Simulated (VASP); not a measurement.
# Ta2SiO3 (P-1) in VASP: further runs

One crystal, Ta2SiO3, is run at these levels: PBE; tasks: equation of state.

All numbers are computed with VASP 6.6.1; they aren't measurements. Logs are shortened: lines on timing, memory, paths and dates and some standing lists are left out, and cuts for length are marked.

### 1 The crystal as given

The typed cell holds 12 atoms: a = 5.030 Å, b = 5.045 Å, c = 6.736 Å, α = 93.39°, β = 91.45°, γ = 91.46°.

The cell was built by a generator and needn't be a form met in nature.

### 2 Equation of state, PBE, 14.21 Å³/atom

File INCAR:

```
SYSTEM = Ta2SiO3
PREC = Accurate ; ENCUT = 520
EDIFF = 1E-6 ; ISMEAR = 0
SIGMA = 0.1 ; LREAL = .FALSE.
LASPH = .TRUE. ; NELM = 100
ALGO = Normal ; ISIF = 4
LWAVE = .FALSE. ; LCHARG = .FALSE.
GGA = PE ; IBRION = 2
NSW = 30 ; EDIFFG = -0.02
KPAR = 4
```

File KPOINTS:

```
regular mesh
0
G
  6 6 6
  0 0 0
```

File POSCAR:

```
Ta2SiO3
1.0
    5.0296480000      0.0000000000      0.0000000000
   -0.1282800000      5.0429150000      0.0000000000
   -0.1706150000     -0.4030530000      6.7212720000
Ta Si O
4 2 6
Direct
    0.9735420000      0.2702360000      0.1865180000
    0.4845440000      0.7161270000      0.2056970000
    0.0264580000      0.7297640000      0.8134820000
    0.5154560000      0.2838730000      0.7943030000
    0.2456680000      0.4883960000      0.4924540000
    0.7543320000      0.5116040000      0.5075460000
    0.7104440000      0.0141470000      0.2695090000
    0.2005530000      0.9600510000      0.1415590000
    0.7538190000      0.5289120000      0.0174680000
    0.2895560000      0.9858530000      0.7304910000
    0.7994470000      0.0399490000      0.8584410000
    0.2461810000      0.4710880000      0.9825320000
```

Potentials or basis: VASP PAW PBE potentials, release 64 (Ta_pv, Si, O).

The run is started by

```console
$ cat potpaw_PBE.64/Ta_pv/POTCAR potpaw_PBE.64/Si/POTCAR potpaw_PBE.64/O/POTCAR > POTCAR
$ mpirun -np 4 vasp_std > vasp.out
```

OUTCAR:

```text
SYSTEM = Ta2SiO3
   PREC = Accurate
   ENCUT = 520
   EDIFF = 1E-6
   ISMEAR = 0
   LREAL = .FALSE.
   LASPH = .TRUE.
   NELM = 100
   ISIF = 4
   GGA = PE
   IBRION = 2
   NSW = 30
   EDIFFG = -0.02

 ion  position               nearest neighbor table
   1  0.974  0.270  0.187-   7 1.94   8 1.97   9 2.10  12 2.23  11 2.56   5 2.62   6 2.69   2 3.37
                             2 3.37   4 3.47   3 3.53
   2  0.485  0.716  0.206-   7 1.88   8 1.97   9 2.08  12 2.20   5 2.61   6 2.69   1 3.37   1 3.37
                             4 3.43   3 3.47
   3  0.026  0.730  0.813-  10 1.94  11 1.97  12 2.10   9 2.23   8 2.56   6 2.62   5 2.69   4 3.37
                             4 3.37   2 3.47   1 3.53
   4  0.515  0.284  0.794-  10 1.88  11 1.97  12 2.08   9 2.20   6 2.61   5 2.69   3 3.37   3 3.37
                             2 3.43   1 3.47
   5  0.246  0.488  0.492-   6 2.48   6 2.56   2 2.61   1 2.62   4 2.69   3 2.69
   6  0.754  0.512  0.508-   5 2.48   5 2.56   4 2.61   3 2.62   2 2.69   1 2.69
   7  0.710  0.014  0.270-   2 1.88   1 1.94
   8  0.201  0.960  0.142-   2 1.97   1 1.97   3 2.56
   9  0.754  0.529  0.017-   2 2.08   1 2.10   4 2.20   3 2.23
  10  0.290  0.986  0.730-   4 1.88   3 1.94
  11  0.799  0.040  0.858-   4 1.97   3 1.97   1 2.56
  12  0.246  0.471  0.983-   4 2.08   3 2.10   2 2.20   1 2.23

  LATTYP: Found a triclinic cell.
 ALAT       =     7.0323822399
 B/A-ratio  =     0.7152125451
 C/A-ratio  =     1.2301339364
 COS(alpha) =     0.0048937829
 COS(beta)  =     0.4548501597
 COS(gamma) =     0.6969712158

  Lattice vectors:

 A1 = (   4.9013680000,   5.0429150000,   0.0000000000)
 A2 = (   5.0296480000,   0.0000000000,   0.0000000000)
 A3 = (   0.0423350000,   5.4459680000,  -6.7212720000)

Analysis of symmetry for initial positions (statically):
=====================================================================
 Subroutine PRICEL returns:
 Original cell was already a primitive cell.

 Routine SETGRP: Setting up the symmetry group for a
 triclinic supercell.

 Subroutine GETGRP returns: Found  2 space group operations
 (whereof  2 operations were pure point group operations)
 out of a pool of  2 trial point group operations.

The static configuration has the point symmetry S_2 .

Analysis of symmetry for dynamics (positions and initial velocities):
[... 137 lines left out ...]
   ISIF   =      4    stress and relaxation
   ISYM   =      2    0-nonsym 1-usesym 2-fastsym
   POTIM  = 0.5000    time-step for ionic-motion
   TEBEG  =    0.0;   TEEND  =   0.0 temperature during run
   PSTRESS=    0.0 pullay stress
   NELECT =      88.0000    total number of electrons
   NUPDOWN=      -1.0000    fix difference up-down
   EMIN   =  10.00;   EMAX   =-10.00  energy-range for DOS
   EFERMI =   0.00;   METHOD = LEGACY
   ISMEAR =     0;   SIGMA  =   0.10  broadening in eV -4-tet -1-fermi 0-gaus
   EFERMI_NEDOS =   21; number of points for ismear=-14 and -15
   IALGO  =     38    algorithm
   IMIX   =      4    mixing-type and parameters
     AMIX     =   0.40;   BMIX     =  1.00
     AMIX_MAG =   1.60;   BMIX_MAG =  1.00
  volume/ion in A,a.u.               =      14.21        95.87
  Fermi-wavevector in a.u.,A,eV,Ry     =   1.313244  2.481672 23.464747  1.724610
  Thomas-Fermi vector in A             =   2.443580
   LORBIT       =      0    0 simple, 1 ext, 2 COOP (PROOUT), +10 PAW based schemes
   GGA     = PE    functional components
   LHFCALC =     F    Hartree Fock is set to
   AEXX    =    0.0000 exact exchange contribution
   IVDW    =     0    specifies the selected vdW correction
   LEPSILON=     F    determine dielectric tensor
   LRPA    =     F    only Hartree local field effects (RPA)
 conjugate gradient relaxation of ions
 non-spin polarized calculation
 Gauss-broadening in eV      SIGMA  =   0.10
  energy-cutoff  :      520.00
  volume of cell :      170.48
 maximum number of plane-waves:      4617
 NGX is ok and might be reduce to    40
   NGX = 19   NGY = 19   NGZ = 25

 number of electron      87.9999992 magnetization

 Free energy of the ion-electron system (eV)
  ---------------------------------------------------
  ext. energy  EPLUGINS =         0.00000000
  ---------------------------------------------------
  free energy    TOTEN  =      -109.35728076 eV

  energy without entropy =     -109.34075052  energy(sigma->0) =     -109.34901564

 E-fermi :   5.4935     XC(G=0): -10.8868

 val. band max:        5.4899097697   @ k =  -0.1667   0.5000   0.3333
 cond. band min:       5.4936904454   @ k =  -0.1667   0.3333   0.1667
 fundamental gap:      0.0037806757
 Fermi energy:         5.4935268568

 k-point     1 :       0.0000    0.0000    0.0000
  band No.  band energies     occupation
      1     -30.8644      2.00000
      2     -30.7528      2.00000
      3     -30.7237      2.00000
      4     -30.6576      2.00000
      5     -30.6352      2.00000
      6     -30.5927      2.00000
[... 1309 lines left out ...]
     51       7.8151      0.00000
     52       7.9446      0.00000

 [... further k-points ...]
[... 5 lines left out ...]
  --------------------------------------------------------------------------------------
  -------------------------------------------------------------------------------------
  Total        0.0755644      0.0132307      0.1063044      0.0167413     -0.0030803     -0.0153057
  in kB        0.7101611      0.1243433      0.9990589      0.1573368     -0.0289493     -0.1438445
  external PRESSURE =       0.6111878 kB  Pullay stress =       0.0000000 kB

 VOLUME and BASIS-vectors are now :
 -----------------------------------------------------------------------------
  energy-cutoff  :      520.00
  volume of cell :      170.48
      direct lattice vectors                 reciprocal lattice vectors
     5.029648000  0.000000000  0.000000000     0.198821071  0.005057544  0.005350225
    -0.128280000  5.042915000  0.000000000     0.000000000  0.198298008  0.011891292
    -0.170615000 -0.403053000  6.721272000     0.000000000  0.000000000  0.148781362

 POSITION                                       TOTAL-FORCE (eV/Angst)
 -----------------------------------------------------------------------------------
      4.83008      1.28760      1.25364         0.005322      0.002891      0.007349
      2.31013      3.52846      1.38255         0.004465     -0.000055     -0.005662
     -0.09933      3.35226      5.46763        -0.005322     -0.002891     -0.007349
      2.42063      1.11140      5.33873        -0.004465      0.000055      0.005662
      1.08895      2.26445      3.30992        -0.001054      0.002594      0.003819
      3.64180      2.37541      3.41135         0.001054     -0.002594     -0.003819
      3.52549     -0.03728      1.81144        -0.000485     -0.005226      0.002682
      0.86140      4.78440      0.95146         0.000745     -0.000257      0.003759
      3.72062      2.66022      0.11741         0.002453     -0.006335      0.001423
      1.20527      4.67715      4.90983         0.000485      0.005226     -0.002682
      3.86935     -0.14454      5.76982        -0.000745      0.000257     -0.003759
      1.01014      1.97964      6.60386        -0.002453      0.006335     -0.001423
 -----------------------------------------------------------------------------------
    total drift:                                0.000000     -0.000000     -0.000000

  FREE ENERGIE OF THE ION-ELECTRON SYSTEM (eV)
  ---------------------------------------------------
  free  energy   TOTEN  =      -109.3572807631 eV

  energy  without entropy=     -109.3407505161  energy(sigma->0) =     -109.34901564

 reached required accuracy - stopping structural energy minimisation
```

Run time: 4.2 min. Hardware: 4 MPI ranks of Intel Xeon Platinum 8488C (Sapphire Rapids), shared host; peak memory 0.79 GiB.

Results:

- Free energy: -109.3573 eV
- Pressure: 0.1 GPa
- Largest force: 0.010 eV/Å
- Band gap on the k mesh: none (metal or under the smearing width)

### 3 Equation of state, PBE, 13.78 Å³/atom (volume scaled by 0.97)

INCAR is that of step 2.

KPOINTS is that of step 2.

POSCAR, as its differences from that of step 2:

```diff
@@ -2,5 +2,5 @@
 1.0
-    5.0296480000      0.0000000000      0.0000000000
-   -0.1282800000      5.0429150000      0.0000000000
-   -0.1706150000     -0.4030530000      6.7212720000
+    4.9788400010      0.0000000000      0.0000000000
+   -0.1269841538      4.9919729818      0.0000000000
+   -0.1688914983     -0.3989814792      6.6533757216
 Ta Si O
```

Potentials or basis: VASP PAW PBE potentials, release 64 (Ta_pv, Si, O).

The run is started by

```console
$ cat potpaw_PBE.64/Ta_pv/POTCAR potpaw_PBE.64/Si/POTCAR potpaw_PBE.64/O/POTCAR > POTCAR
$ mpirun -np 4 vasp_std > vasp.out
```

Run time: 31 min. Hardware: 4 MPI ranks of Intel Xeon Platinum 8488C (Sapphire Rapids), shared host; peak memory 0.8 GiB.

It converged, with:

```
Free energy            : -109.2788 eV
Pressure               : 4.7 GPa
Largest force          : 0.018 eV/Å
Band gap on the k mesh : none (metal or under the smearing width)
```
